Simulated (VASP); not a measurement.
Input:

```xyz
4
Lattice="3.8324 0.0000 0.0000 -1.9162 3.3190 0.0000 0.0000 0.0000 6.3316" Properties=species:S:1:pos:R:3 pbc="T T T"
Si     0.0000     2.2127     0.3978
Si     1.9162     1.1063     5.9338
Si     1.9162     1.1063     3.5636
Si     0.0000     2.2127     2.7680
```

Calculation: r2SCAN meta-GGA, VASP's PBE PAW potentials (set 64) (plane waves; VASP 6.6.1). Run with 400 eV cut-off, 8×8×4 Γ-centred mesh, tetrahedra with Blöchl corrections, potentials Si.

The cores are frozen, which limits the accuracy of field gradients.

Give the principal components of the electric field gradient (V/Å²) and the asymmetry η at each nucleus.

```tsv
atom	Vxx	Vyy	Vzz	η
Si1	-2.1	-2.1	4.1	0.00
Si2	-2.1	-2.1	4.1	0.00
Si3	-2.1	-2.1	4.1	0.00
Si4	-2.1	-2.1	4.1	0.00
```

The structure comes from a computed database's Si entry (P6_3/mmc); how it stands against other phases isn't given here. It was relaxed first.
